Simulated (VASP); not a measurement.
# How thick must a slab of Cu(100) be?, part 4 of 7

How many layers does a slab of Cu(100) need before surface energy, work function and relaxation settle?

VASP 6.6.1; PBE; plane waves and PAW (Cu).

So far. Step 8 (Surface relaxation, layers 6): The run ended after 16 ionic steps, 0.009 eV below its first step, once the forces on the free atoms met EDIFFG = -0.01.

### 10. Relaxing the slab, layers 7

System of this step: Cu(100). The cell holds 7 atoms: 7 Cu. Cell: a = 2.566 Å, b = 2.566 Å, c = 25.885 Å, α = 90.0°, β = 90.0°, γ = 90.0°. It derives from Cu. 7 layers of fcc Cu, cut at this functional's lattice. Vacuum lies along c.

INCAR reads:

```
SYSTEM = Cu
PREC = Normal
ENCUT = 330
EDIFF = 1E-06
NELM = 120
ISMEAR = 1
SIGMA = 0.15
LREAL = .FALSE.
ALGO = Fast
GGA = PE
NBANDS = 47
LASPH = .TRUE.
LORBIT = 11
LWAVE = .FALSE.
LCHARG = .FALSE.
KPAR = 4
IBRION = 2
NSW = 50
ISIF = 2
EDIFFG = -0.01
POTIM = 0.4
MAXMIX = 40
```

POSCAR reads:

```
Cu
1.0
    2.5656253229      0.0000000000      0.0000000000
    0.0000000000      2.5656253229      0.0000000000
    0.0000000000      0.0000000000     25.8850263828
Cu
7
Direct
    0.0000000000      0.0000000000      0.2897428000
    0.5000000000      0.5000000000      0.3598285300
    0.0000000000      0.0000000000      0.4299142700
    0.5000000000      0.5000000000      0.5000000000
    0.0000000000      0.0000000000      0.5700857300
    0.5000000000      0.5000000000      0.6401714700
    0.0000000000      0.0000000000      0.7102572000
```

KPOINTS reads:

```
Automatic mesh
0
Gamma
13 13 1
0 0 0
```

The projector-augmented-wave data sets are Cu (PBE family, release 64).

Launch:

```console
$ mpirun -np 4 vasp_std
```

The log of the run:

```text
[banner, memory and clock lines left out]
running    4 mpi-ranks, on    1 nodes
[...]
LDA part: xc-table for (Slater+PW92), standard interpolation
 POSCAR, INCAR and KPOINTS ok, starting setup
[...]
entering main loop
       N       E                     dE             d eps       ncg     rms          rms(c)
DAV:   1     0.612344918259E+03    0.61234E+03   -0.26108E+04  2632   0.169E+03
DAV:   2     0.348022943110E+02   -0.57754E+03   -0.56038E+03  2632   0.386E+02
DAV:   3    -0.286442373563E+02   -0.63447E+02   -0.59169E+02  2758   0.180E+02
DAV:   4    -0.306121320218E+02   -0.19679E+01   -0.19569E+01  2970   0.416E+01
[...]
RMM:  22    -0.249612648330E+02   -0.75754E-05   -0.10990E-06  1536   0.111E-02    0.889E-04
RMM:  23    -0.249612674155E+02   -0.25825E-05   -0.29835E-07  1509   0.450E-03    0.396E-04
RMM:  24    -0.249612677024E+02   -0.28690E-06   -0.10146E-07  1473   0.308E-03
   1 F= -.24961268E+02 E0= -.24960882E+02  d E =-.249613E+02
[... from here on, the cycles between the ionic steps are left out ...]
   2 F= -.24965932E+02 E0= -.24965457E+02  d E =-.466409E-02
   4 F= -.24969262E+02 E0= -.24968638E+02  d E =-.799472E-02
   7 F= -.24970134E+02 E0= -.24969491E+02  d E =-.873117E-03
  10 F= -.24970253E+02 E0= -.24969634E+02  d E =-.103836E-03
  13 F= -.24970442E+02 E0= -.24969876E+02  d E =-.743020E-04
  16 F= -.24970654E+02 E0= -.24970147E+02  d E =-.286300E-03
  19 F= -.24970646E+02 E0= -.24970188E+02  d E =-.187585E-04
  22 F= -.24968596E+02 E0= -.24968578E+02  d E =0.203131E-02
  25 F= -.24966937E+02 E0= -.24967010E+02  d E =0.368943E-02
  28 F= -.24968179E+02 E0= -.24968213E+02  d E =-.702733E-03
  31 F= -.24969692E+02 E0= -.24969521E+02  d E =-.129290E-02
  34 F= -.24970559E+02 E0= -.24970207E+02  d E =-.866042E-03
  37 F= -.24970681E+02 E0= -.24970202E+02  d E =-.121128E-03
  40 F= -.24970690E+02 E0= -.24970234E+02  d E =-.130103E-03
  41 F= -.24970689E+02 E0= -.24970230E+02  d E =-.129829E-03
  42 F= -.24970743E+02 E0= -.24970285E+02  d E =-.540786E-04
 trial-energy change:   -0.000054  1 .order   -0.000049   -0.000116    0.000018
 step:   3.8524(harm=  3.7509)  dis= 0.00292  next Energy=   -24.970745 (dE=-0.551E-04)
 reached required accuracy - stopping structural energy minimisation
```

It took 3.7 min on 4 MPI ranks of Intel Xeon 6975P-C (Granite Rapids), shared host; peak memory 0.8 GiB.

From OUTCAR (step 10):

```text
  Total       -1.5192395     -1.5192395     -0.0175133      0.0000000      0.0000000      0.0000000
  in kB      -14.2857075    -14.2857075     -0.1646805      0.0000000      0.0000000      0.0000000
  external PRESSURE =      -9.5786985 kB  Pullay stress =       0.0000000 kB

 POSITION                                       TOTAL-FORCE (eV/Angst)
 -----------------------------------------------------------------------------------
      0.00000      0.00000      7.49988         0.000000     -0.000000     -0.003518
      1.28281      1.28281      9.27131        -0.000000      0.000000      0.004887
      0.00000      0.00000     11.10948        -0.000000      0.000000     -0.004113
      1.28281      1.28281     12.94251        -0.000000      0.000000      0.000000
      0.00000      0.00000     14.77554         0.000000     -0.000000      0.004113
      1.28281      1.28281     16.61372        -0.000000      0.000000     -0.004887
      0.00000      0.00000     18.38515        -0.000000     -0.000000      0.003518
 -----------------------------------------------------------------------------------
    total drift:                                0.000000      0.000000      0.000000

  FREE ENERGIE OF THE ION-ELECTRON SYSTEM (eV)
  ---------------------------------------------------
  free  energy   TOTEN  =       -24.9707434945 eV

  energy  without entropy=      -24.9693682877  energy(sigma->0) =      -24.97028509

[... 1 part as in an earlier step ...]

[... 3 further parts left out ...]
[key lines of the parts left out:]
E-fermi :   1.3668
```

Relaxation path (22 of 42):

```csv
step,energy less that of the first step (eV),largest force (eV/Å)
1,0.0000,0.2258
3,-0.0079,0.0847
5,-0.0080,0.0769
7,-0.0089,0.0218
9,-0.0090,0.0113
11,-0.0090,0.0168
13,-0.0092,0.0174
15,-0.0094,0.0289
17,-0.0094,0.0278
19,-0.0094,0.0225
21,-0.0089,0.0215
22,-0.0073,0.0493
24,-0.0044,0.0693
26,-0.0061,0.0583
28,-0.0069,0.0261
30,-0.0078,0.0376
32,-0.0090,0.0184
34,-0.0093,0.0235
36,-0.0093,0.0255
38,-0.0094,0.0202
40,-0.0094,0.0196
42,-0.0095,0.0049
```

The atoms that moved most (Å):

```csv
atom,dx,dy,dz,length
Cu6,0.000,0.000,0.043,0.043
Cu2,0.000,0.000,-0.043,0.043
Cu5,0.000,0.000,0.019,0.019
Cu3,0.000,0.000,-0.019,0.019
```

Final coordinates:

```
Cu
1.0
     2.56563    0.00000    0.00000
     0.00000    2.56563    0.00000
     0.00000    0.00000   25.88503
Cu
7
Direct
  0.00000 0.00000 0.28974
  0.50000 0.50000 0.35817
  0.00000 0.00000 0.42919
  0.50000 0.50000 0.50000
  0.00000 0.00000 0.57081
  0.50000 0.50000 0.64183
  0.00000 0.00000 0.71026
```

The run ended after 42 ionic steps, 0.009 eV below its first step, once the forces on the free atoms met EDIFFG = -0.01.

### 11. The vacuum level, layers 7

Changes to INCAR since step 10:

```diff
@@ -16,7 +16,6 @@
 KPAR = 4
-IBRION = 2
-NSW = 50
-ISIF = 2
-EDIFFG = -0.01
-POTIM = 0.4
-MAXMIX = 40
+IDIPOL = 3
+LDIPOL = .TRUE.
+DIPOL = 0.5 0.5 0.5
+LVHAR = .TRUE.
+LVACPOTAV = .TRUE.
```

POSCAR reads:

```
Cu
1.0
    2.5656253229      0.0000000000      0.0000000000
    0.0000000000      2.5656253229      0.0000000000
    0.0000000000      0.0000000000     25.8850263828
Cu
7
Direct
    0.0000000000      0.0000000000      0.2897381190
    0.5000000000      0.5000000000      0.3581725564
    0.0000000000      0.0000000000      0.4291856404
    0.5000000000      0.5000000000      0.5000000000
    0.0000000000      0.0000000000      0.5708143596
    0.5000000000      0.5000000000      0.6418274436
    0.0000000000      0.0000000000      0.7102618810
```

KPOINTS is that of step 10.

Launch:

```console
$ mpirun -np 4 vasp_std
```

The log of the run:

```text
[... set-up lines as in an earlier step ...]
 entering main loop
       N       E                     dE             d eps       ncg     rms          rms(c)
DAV:   1     0.612303030651E+03    0.61230E+03   -0.26100E+04  2632   0.168E+03
DAV:   2     0.347210051787E+02   -0.57758E+03   -0.56050E+03  2632   0.386E+02
DAV:   3    -0.286686430129E+02   -0.63390E+02   -0.58968E+02  2772   0.180E+02
DAV:   4    -0.306253796213E+02   -0.19567E+01   -0.19470E+01  2947   0.416E+01
[...]
RMM:  22    -0.249707404214E+02   -0.67813E-05   -0.72537E-07  1762   0.858E-03    0.676E-04
RMM:  23    -0.249707423764E+02   -0.19549E-05   -0.22816E-07  1677   0.381E-03    0.549E-04
RMM:  24    -0.249707426691E+02   -0.29277E-06   -0.95545E-08  1597   0.325E-03
 [... a notice as in an earlier step ...]

   1 F= -.24970743E+02 E0= -.24970286E+02  d E =-.137124E-02
```

Wall time 17 s (4 MPI ranks); peak memory 0.74 GiB.

From OUTCAR (step 11):

```text
  Total       -1.4682388     -1.4682388      0.0277778      0.0000000     -0.0000000     -0.0000000
  in kB      -13.8061380    -13.8061380      0.2611999      0.0000000     -0.0000000     -0.0000000
  external PRESSURE =      -9.1170253 kB  Pullay stress =       0.0000000 kB

 POSITION                                       TOTAL-FORCE (eV/Angst)
 -----------------------------------------------------------------------------------
      0.00000      0.00000      7.49988        -0.000000     -0.000000     -0.003606
      1.28281      1.28281      9.27131         0.000000      0.000000      0.005470
      0.00000      0.00000     11.10948        -0.000000     -0.000000     -0.003905
      1.28281      1.28281     12.94251        -0.000000     -0.000000      0.000000
      0.00000      0.00000     14.77554        -0.000000     -0.000000      0.003905
      1.28281      1.28281     16.61372        -0.000000     -0.000000     -0.005470
      0.00000      0.00000     18.38515         0.000000      0.000000      0.003606
 -----------------------------------------------------------------------------------
    total drift:                                0.000000      0.000000      0.000000

  FREE ENERGIE OF THE ION-ELECTRON SYSTEM (eV)
  ---------------------------------------------------
  free  energy   TOTEN  =       -24.9707426691 eV

  energy  without entropy=      -24.9693714339  energy(sigma->0) =      -24.97028559

[... 2 parts as in an earlier step ...]

[... 1 further part left out ...]
[key lines of the parts left out:]
E-fermi :   1.3669
```

The planar average of the electrostatic potential oscillates, so the rows of the table below give means over windows of 1.83 Å about each position, cut where the curve ends. Its maxima inside the range that stand out by 2 % of the span (Å: eV): 8.4: -1.82, 10.1: -1.24, 12.0: -1.31, 13.9: -1.31, 15.7: -1.24, 17.5: -1.82. Its minima: 7.5: -12.2, 9.3: -12.6, 11.1: -12.5, 12.9: -12.5, 14.8: -12.5, 16.6: -12.6, 18.3: -12.2.

Zero at the Fermi level. Planar average of the electrostatic potential against height; means over each step:

```csv
height (Å),planar average of the electrostatic potential (eV)
0.92,4.56
2.75,4.56
4.58,4.52
6.41,-0.0980
8.23,-7.71
10.07,-7.29
11.89,-7.32
13.73,-7.33
15.55,-7.28
17.38,-7.76
19.21,-2.44
21.05,4.47
22.88,4.56
24.70,4.56
```

The vacuum level lies 4.56 eV above the Fermi level at the upper face; both faces agree, as the slab has next to no dipole.

The program found no field-free point at its default tolerance, and its printed vacuum level lies off the flat part of the planar average, by -0.02 eV at the upper face; the levels here are read from the flat part.

### 12. Relaxing the slab, layers 8

System of this step: Cu(100). The cell holds 8 atoms: 8 Cu. Its edges and angles: a = 2.566 Å, b = 2.566 Å, c = 27.699 Å, α = 90.0°, β = 90.0°, γ = 90.0°. It derives from Cu. 8 layers of fcc Cu, cut at this functional's lattice. Vacuum lies along c.

INCAR reads:

```
SYSTEM = Cu
PREC = Normal
ENCUT = 330
EDIFF = 1E-06
NELM = 120
ISMEAR = 1
SIGMA = 0.15
LREAL = .FALSE.
ALGO = Fast
GGA = PE
NBANDS = 54
LASPH = .TRUE.
LORBIT = 11
LWAVE = .FALSE.
LCHARG = .FALSE.
KPAR = 4
IBRION = 2
NSW = 50
ISIF = 2
EDIFFG = -0.01
POTIM = 0.4
MAXMIX = 40
```

POSCAR reads:

```
Cu
1.0
    2.5656253229      0.0000000000      0.0000000000
    0.0000000000      2.5656253229      0.0000000000
    0.0000000000      0.0000000000     27.6991974466
Cu
8
Direct
    0.5000000000      0.5000000000      0.2707659700
    0.0000000000      0.0000000000      0.3362614100
    0.5000000000      0.5000000000      0.4017568400
    0.0000000000      0.0000000000      0.4672522800
    0.5000000000      0.5000000000      0.5327477200
    0.0000000000      0.0000000000      0.5982431600
    0.5000000000      0.5000000000      0.6637385900
    0.0000000000      0.0000000000      0.7292340300
```

KPOINTS is that of step 11.

Launch:

```console
$ mpirun -np 4 vasp_std
```

The log of the run:

```text
[banner, memory and clock lines left out]
running    4 mpi-ranks, on    1 nodes
[...]
LDA part: xc-table for (Slater+PW92), standard interpolation
 POSCAR, INCAR and KPOINTS ok, starting setup
[...]
entering main loop
       N       E                     dE             d eps       ncg     rms          rms(c)
DAV:   1     0.715957818120E+03    0.71596E+03   -0.29880E+04  3056   0.173E+03
DAV:   2     0.478084431844E+02   -0.66815E+03   -0.64975E+03  3024   0.394E+02
DAV:   3    -0.324813022506E+02   -0.80290E+02   -0.75491E+02  3180   0.187E+02
DAV:   4    -0.352469242960E+02   -0.27656E+01   -0.27496E+01  3350   0.473E+01
[...]
RMM:  22    -0.287010406584E+02   -0.10200E-04   -0.20894E-06  1797   0.146E-02    0.246E-03
RMM:  23    -0.287010441121E+02   -0.34537E-05   -0.87124E-07  1753   0.976E-03    0.357E-04
RMM:  24    -0.287010447949E+02   -0.68280E-06   -0.30776E-07  1717   0.523E-03
   1 F= -.28701045E+02 E0= -.28700881E+02  d E =-.287010E+02
[... from here on, the cycles between the ionic steps are left out ...]
   2 F= -.28705839E+02 E0= -.28705666E+02  d E =-.479456E-02
   3 F= -.28709543E+02 E0= -.28709361E+02  d E =-.849850E-02
   4 F= -.28710104E+02 E0= -.28709922E+02  d E =-.905959E-02
   5 F= -.28710101E+02 E0= -.28709918E+02  d E =-.905633E-02
   6 F= -.28710664E+02 E0= -.28710503E+02  d E =-.562585E-03
   7 F= -.28711035E+02 E0= -.28710900E+02  d E =-.934109E-03
   8 F= -.28711080E+02 E0= -.28710955E+02  d E =-.979304E-03
   9 F= -.28711084E+02 E0= -.28710962E+02  d E =-.983139E-03
  10 F= -.28711082E+02 E0= -.28710958E+02  d E =-.980974E-03
  11 F= -.28711159E+02 E0= -.28711029E+02  d E =-.766461E-04
 trial-energy change:   -0.000077  1 .order   -0.000079   -0.000126   -0.000033
 step:   2.6105(harm=  2.6105)  dis= 0.00286  next Energy=   -28.711167 (dE=-0.853E-04)
 reached required accuracy - stopping structural energy minimisation
```

Run time: 2.2 min. Hardware: 4 MPI ranks; peak memory 0.84 GiB.

From OUTCAR (step 12):

```text
  Total       -0.8791606     -0.8791606     -0.0143259      0.0000000     -0.0000000      0.0000000
  in kB       -7.7254745     -7.7254745     -0.1258868      0.0000000     -0.0000000      0.0000000
  external PRESSURE =      -5.1922786 kB  Pullay stress =       0.0000000 kB

 POSITION                                       TOTAL-FORCE (eV/Angst)
 -----------------------------------------------------------------------------------
      1.28281      1.28281      7.52661        -0.000000      0.000000     -0.001857
      0.00000      0.00000      9.29097        -0.000000      0.000000      0.000165
      1.28281      1.28281     11.11409         0.000000      0.000000     -0.004070
      0.00000      0.00000     12.94118        -0.000000     -0.000000     -0.007296
      1.28281      1.28281     14.75802         0.000000      0.000000      0.007296
      2.56563      0.00000     16.58511        -0.000000     -0.000000      0.004070
      1.28281      1.28281     18.40823        -0.000000     -0.000000     -0.000165
      0.00000      0.00000     20.17258         0.000000      0.000000      0.001857
 -----------------------------------------------------------------------------------
    total drift:                                0.000000      0.000000     -0.000000

  FREE ENERGIE OF THE ION-ELECTRON SYSTEM (eV)
  ---------------------------------------------------
  free  energy   TOTEN  =       -28.7111587415 eV

  energy  without entropy=      -28.7107680433  energy(sigma->0) =      -28.71102851

[... 1 part as in an earlier step ...]

[... 3 further parts left out ...]
[key lines of the parts left out:]
E-fermi :   1.8525
```

The run ended after 11 ionic steps, 0.010 eV below its first step, once the forces on the free atoms met EDIFFG = -0.01.

### 13. The vacuum level, layers 8

Changes to INCAR since step 12:

```diff
@@ -16,7 +16,6 @@
 KPAR = 4
-IBRION = 2
-NSW = 50
-ISIF = 2
-EDIFFG = -0.01
-POTIM = 0.4
-MAXMIX = 40
+IDIPOL = 3
+LDIPOL = .TRUE.
+DIPOL = 0.5 0.5 0.5
+LVHAR = .TRUE.
+LVACPOTAV = .TRUE.
```

POSCAR reads:

```
Cu
1.0
    2.5656253229      0.0000000000      0.0000000000
    0.0000000000      2.5656253229      0.0000000000
    0.0000000000      0.0000000000     27.6991974466
Cu
8
Direct
    0.5000000000      0.5000000000      0.2717268182
    0.0000000000      0.0000000000      0.3354237509
    0.5000000000      0.5000000000      0.4012422445
    0.0000000000      0.0000000000      0.4672041219
    0.5000000000      0.5000000000      0.5327958781
    0.0000000000      0.0000000000      0.5987577555
    0.5000000000      0.5000000000      0.6645762491
    0.0000000000      0.0000000000      0.7282731818
```

KPOINTS is that of step 12.

Launch:

```console
$ mpirun -np 4 vasp_std
```

The log of the run:

```text
[... set-up lines as in an earlier step ...]
 entering main loop
       N       E                     dE             d eps       ncg     rms          rms(c)
DAV:   1     0.716977816843E+03    0.71698E+03   -0.29882E+04  3048   0.174E+03
DAV:   2     0.478863000902E+02   -0.66909E+03   -0.65078E+03  3024   0.394E+02
DAV:   3    -0.324966242854E+02   -0.80383E+02   -0.75582E+02  3162   0.187E+02
DAV:   4    -0.352748586529E+02   -0.27782E+01   -0.27604E+01  3344   0.473E+01
[...]
RMM:  22    -0.287111509829E+02   -0.10780E-04   -0.16604E-06  2061   0.122E-02    0.215E-03
RMM:  23    -0.287111553591E+02   -0.43761E-05   -0.11591E-06  2016   0.115E-02    0.109E-03
RMM:  24    -0.287111559030E+02   -0.54389E-06   -0.40971E-07  1901   0.671E-03
 [... a notice as in an earlier step ...]

   1 F= -.28711156E+02 E0= -.28711030E+02  d E =-.376237E-03
```

Elapsed: 33 s, on 4 MPI ranks; peak memory 0.83 GiB.

From OUTCAR (step 13):

```text
  Total       -0.9527277     -0.9527277     -0.0813928      0.0000000      0.0000000     -0.0000000
  in kB       -8.3719330     -8.3719330     -0.7152258      0.0000000      0.0000000     -0.0000000
  external PRESSURE =      -5.8196973 kB  Pullay stress =       0.0000000 kB

 POSITION                                       TOTAL-FORCE (eV/Angst)
 -----------------------------------------------------------------------------------
      1.28281      1.28281      7.52661         0.000000     -0.000000     -0.002878
      0.00000      0.00000      9.29097        -0.000000     -0.000000      0.000231
      1.28281      1.28281     11.11409        -0.000000      0.000000     -0.003213
      0.00000      0.00000     12.94118        -0.000000     -0.000000     -0.006496
      1.28281      1.28281     14.75802         0.000000     -0.000000      0.006496
      0.00000      0.00000     16.58511        -0.000000     -0.000000      0.003213
      1.28281      1.28281     18.40823        -0.000000     -0.000000     -0.000231
      0.00000      0.00000     20.17258        -0.000000     -0.000000      0.002878
 -----------------------------------------------------------------------------------
    total drift:                                0.000000      0.000000      0.000000

  FREE ENERGIE OF THE ION-ELECTRON SYSTEM (eV)
  ---------------------------------------------------
  free  energy   TOTEN  =       -28.7111559030 eV

  energy  without entropy=      -28.7107796655  energy(sigma->0) =      -28.71103049

[... 2 parts as in an earlier step ...]

[... 1 further part left out ...]
[key lines of the parts left out:]
E-fermi :   1.8519
```

The vacuum level lies 4.45 eV above the Fermi level at the upper face; both faces agree, as the slab has next to no dipole.

The program found no field-free point at its default tolerance, but its printed level agrees with the flat part of the planar average.

(Part 4 of 7 ends here.)

[Lines on the potential files, build, host, timing and source positions are cut from VASP's logs without a mark.]

[Logs are printed without paths, hosts, clocks, repeated set-up lines and the standing remarks that a program may print on its own settings, such as how far it seeks lower states.]

[Hosts, paths, dates, database ids (printed as entryN), source tags and the programs' standing remarks are cut or masked in the printed files.]

[Runs that stopped without an error message from VASP are left out.]
